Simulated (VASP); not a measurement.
All values below come from PBE GGA, VASP's PBE PAW potentials (set 64) (plane waves; VASP).

Input for VASP

**POSCAR**
```
Al
1
    0.0000000000     2.0177177771     2.0177177771
    2.0177177771     0.0000000000     2.0177177771
    2.0177177771     2.0177177771     0.0000000000
Al
1
Direct
  0.0000000000   0.0000000000   0.0000000000
```

KPOINTS:
```
Automatic mesh
0
G
 15 15 15
0 0 0
```

INCAR:
```
ISMEAR = 1   ! Methfessel-Paxton
PREC = Accurate
NSW = 40   ! most ionic steps
PSTRESS = 50   ! kbar
ISIF = 3   ! ions, shape and volume
ALGO = Normal   ! blocked Davidson
IBRION = 2
ENCUT = 500   ! plane-wave cut-off (eV)
LASPH = .TRUE.
LREAL = .FALSE.
GGA = PE   ! PBE
SYSTEM = Al
LWAVE = .FALSE.
NELM = 100   ! most electronic steps
LCHARG = .FALSE.
SIGMA = 0.1   ! width (eV)
EDIFFG = -0.02
EDIFF = 1E-6
```

POTCAR, in this order: Al (PBE.64 set). Program: vasp_std.

Energy and stress use the plane-wave basis of the starting cell.

Task: Predict the energy per atom (σ→0), volume per atom, band gap (on the k-mesh).

Result: 
The energy per atom (σ→0) is -3.733 eV/atom and the band gap (on the k-mesh) comes out as none (metal, semimetal or under 0.01 eV). The volume per atom is 15.57 Å³/atom.

**OSZICAR**
```
...
   2 F= -.32447279E+01 E0= -.32447535E+01  d E =-.117828E-01
       N       E                     dE             d eps       ncg     rms          rms(c)
DAV:   1    -0.373267318011E+01   -0.11437E-01   -0.17126E-02  1520   0.854E-01    0.114E-01
DAV:   2    -0.373259946174E+01    0.73718E-04   -0.10431E-04  1295   0.899E-02    0.414E-02
DAV:   3    -0.373254813116E+01    0.51331E-04   -0.12204E-05  1555   0.227E-02    0.126E-02
DAV:   4    -0.373254337177E+01    0.47594E-05   -0.13425E-06  1360   0.738E-03    0.803E-03
DAV:   5    -0.373254336131E+01    0.10453E-07   -0.16220E-08   725   0.132E-03
   3 F= -.32466541E+01 E0= -.32466597E+01  d E =-.137090E-01
```

The compound is Al in the fcc structure. This run relaxes it under an external pressure of 5 GPa. Symmetry was kept, so distortions that lower it aren't found.
